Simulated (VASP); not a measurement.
Input of a VASP 6.6.1 run:

Contents of INCAR:

```
PREC     = Accurate       # precision mode
ENCUT    = 520            # plane-wave cutoff, eV
EDIFF    = 1E-6           # SCF threshold, eV
ISMEAR   = 0              # smearing method
SIGMA    = 0.1            # smearing width, eV
LREAL    = False          # projectors in reciprocal space
LASPH    = True           # aspherical terms in the spheres
NELM     = 100            # most SCF steps
ALGO     = Fast           # electronic algorithm
ISIF     = 2              # what is computed and relaxed
LWAVE    = False          # write WAVECAR
LCHARG   = True           # write CHGCAR
GGA      = PE             # functional
LELF     = True           # ELF
LVHAR    = True         
NBANDS   = 24             # bands
```

The input KPOINTS:

```
regular mesh
0
Gamma
  12 12 4
```

POSCAR

```
Rb2Si2S
1.0
    4.0427600062      0.0000000000      0.0000000000
   -2.0213800031      3.5011328668      0.0000000000
    0.0000000000      0.0000000000     11.3758405364
Rb Si S
2 2 1
Direct
    0.6666666667      0.3333333333      0.1820713477
    0.3333333333      0.6666666667      0.8179286523
    0.6666666667      0.3333333333      0.5225285162
    0.3333333333      0.6666666667      0.4774714838
    0.0000000000      0.0000000000      0.0000000000
```

Potentials or basis: VASP PAW PBE potentials, release 64 (Rb_sv, Si, S).

The run is started by

```console
$ cat potpaw_PBE.64/Rb_sv/POTCAR potpaw_PBE.64/Si/POTCAR potpaw_PBE.64/S/POTCAR > POTCAR
$ mpirun -np 1 vasp_std > vasp.out
```

Q: Estimate the band gap on the k mesh.

A: None (metal or under the smearing width).

Q: Predict the pressure.

A: 0.0 GPa.

Forces on the atoms (eV/Å):
```
Rb   0.000  0.000  0.011
Rb   0.000  0.000 -0.011
Si   0.000  0.000 -0.004
Si   0.000  0.000  0.004
S    0.000  0.000  0.000
```
